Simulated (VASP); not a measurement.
Computed with PBE GGA, VASP's PBE PAW potentials (set 64) (plane waves; VASP 6.6.1).

VASP input:

### INCAR
```
LASPH = T
LMAXMIX = 4   # l cut-off of mixed one-centre charges
ENCUT = 400
PREC = Accurate
SIGMA = 0.1
LCHARG = F
EDIFF = 1E-6   # SCF stop (eV)
LREAL = F
ALGO = All
ISMEAR = 1
LWAVE = F
SYSTEM = Tl
ISIF = 2
GGA = PE   # PBE
NELM = 100   # most electronic steps
```

POSCAR:
```
Tl
1
    1.7646000000    -3.0563770000     0.0000000000
    1.7646000000     3.0563770000     0.0000000000
    0.0000000000     0.0000000000     5.6304000000
Tl
2
Direct
  0.3333330000   0.6666670000   0.2500000000
  0.6666670000   0.3333330000   0.7500000000
```

KPOINTS:
```
Regular mesh
0
G
 11 11 6
0 0 0
```

POTCAR, in this order: Tl_d (PBE.64 set). Program: vasp_std.

The run wrote:

OSZICAR:
```
       N       E                     dE             d eps       ncg     rms           ort
DAV:   1     0.107905881430E+03    0.10791E+03   -0.12837E+04  1088   0.121E+03
DAV:   2    -0.272142266341E+01   -0.11063E+03   -0.10930E+03  1088   0.258E+02
DAV:   3    -0.448630213715E+01   -0.17649E+01   -0.17212E+01  1088   0.291E+01
DAV:   4    -0.449667088461E+01   -0.10369E-01   -0.10368E-01  1088   0.233E+00
DAV:   5    -0.449679011024E+01   -0.11923E-03   -0.11923E-03  1088   0.253E-01
SDA:   6    -0.441178907017E+01    0.85001E-01   -0.11923E-03  1088   0.193E+00   0.000E+00
CGA:   7    -0.444846367637E+01   -0.36675E-01   -0.36680E-01  1088   0.572E-02  -0.728E-05
CGA:   8    -0.445074605759E+01   -0.22824E-02   -0.22826E-02  1088   0.855E-03  -0.107E-05
CGA:   9    -0.445118222214E+01   -0.43616E-03   -0.43302E-03  1088   0.179E-03   0.112E-04
CGA:  10    -0.445126074737E+01   -0.78525E-04   -0.78917E-04  1088   0.220E-04  -0.209E-05
CGA:  11    -0.445126745304E+01   -0.67057E-05   -0.66188E-05  1088   0.269E-05   0.230E-05
CGA:  12    -0.445126862947E+01   -0.11764E-05   -0.12598E-05  1088   0.533E-06  -0.542E-06
SDA:  13    -0.445126871630E+01   -0.86824E-07   -0.97456E-07  1088   0.152E-06   0.191E-06
   1 F= -.44512687E+01 E0= -.44508740E+01  d E =-.118403E-02
```

File OUTCAR:
```
------------------------ aborting loop because EDIFF is reached ----------------------------------------
  FORCE on cell =-STRESS in cart. coord.  units (eV):
  Direction    XX          YY          ZZ          XY          YZ          ZX
  --------------------------------------------------------------------------------------
  Total        0.3545434      0.3545434      0.2936314      0.0000000      0.0000000      0.0000000
  in kB        9.3531419      9.3531428      7.7462353      0.0000000      0.0000000      0.0000000
  external PRESSURE =       8.8175067 kB  Pullay stress =       0.0000000 kB
  volume of cell :       60.73
      direct lattice vectors                 reciprocal lattice vectors
     1.764600000 -3.056377000  0.000000000     0.283350334 -0.163592384  0.000000000
     1.764600000  3.056377000  0.000000000     0.283350334  0.163592384  0.000000000
     0.000000000  0.000000000  5.630400000     0.000000000  0.000000000  0.177607275
 POSITION                                       TOTAL-FORCE (eV/Angst)
 -----------------------------------------------------------------------------------
      1.76460      1.01879      1.40760         0.000000      0.000000      0.000000
      1.76460     -1.01879      4.22280         0.000000     -0.000000      0.000000
 -----------------------------------------------------------------------------------
    total drift:                               -0.000000      0.000470      0.000008
  FREE ENERGIE OF THE ION-ELECTRON SYSTEM (eV)
  ---------------------------------------------------
  free  energy   TOTEN  =        -4.4512687163 eV

  energy  without entropy=       -4.4500846909  energy(sigma->0) =       -4.45087404
```
(Selected blocks of OUTCAR.)

File OUTCAR:
```
 val. band max:        5.9102137860   @ k =   0.2727   0.1818   0.5000

 cond. band min:       5.9563234424   @ k =   0.4545   0.0909   0.1667


 Fermi energy:         5.9280122381

 k-point     1 :       0.0000    0.0000    0.0000
  band No.  band energies     occupation
      1      -5.7241      2.00000
      2      -5.5444      2.00000
      3      -5.5311      2.00000
      4      -5.5311      2.00000
      5      -5.4860      2.00000
      6      -5.4860      2.00000
      7      -5.4331      2.00000
      8      -5.4331      2.00000
      9      -5.1401      2.00000
     10      -5.1401      2.00000
     11      -3.6862      2.00000
     12       0.8403      2.00000
     13       3.3701      2.00000
     14      13.5220      0.00000
     15      13.5220      0.00000
     16      15.4809      0.00000
     17      15.4836      0.00000

 k-point     2 :       0.0909   -0.0000    0.0000
  band No.  band energies     occupation
      1      -5.7031      2.00000
      2      -5.5734      2.00000
      3      -5.5011      2.00000
      4      -5.4965      2.00000
      5      -5.4842      2.00000
      6      -5.4578      2.00000
      7      -5.4500      2.00000
      8      -5.4467      2.00000
      9      -5.1676      2.00000
     10      -5.1345      2.00000
     11      -3.5387      2.00000
     12       0.9364      2.00000
     13       3.5575      2.00000
     14      11.9253      0.00000
     15      12.8790      0.00000
     16      14.3496      0.00000
     17      15.8090      0.00000

 k-point     3 :       0.1818    0.0000    0.0000
  band No.  band energies     occupation
      1      -5.6975      2.00000
      2      -5.5725      2.00000
      3      -5.5003      2.00000
      4      -5.4991      2.00000
      5      -5.4806      2.00000
      6      -5.4195      2.00000
      7      -5.4192      2.00000
      8      -5.3808      2.00000
      9      -5.2326      2.00000
     10      -5.1220      2.00000
     11      -3.0888      2.00000
...
```

The all-band solver leaves the empty bands unoptimised. Unless said otherwise, spin-orbit coupling is left out, though it shifts the bands of the heavy elements here.

The compound is Tl in the hcp structure. The cell was not relaxed at this level. The run is one of a series of settings (ALGO = All against the base run), some of them coarse on purpose.
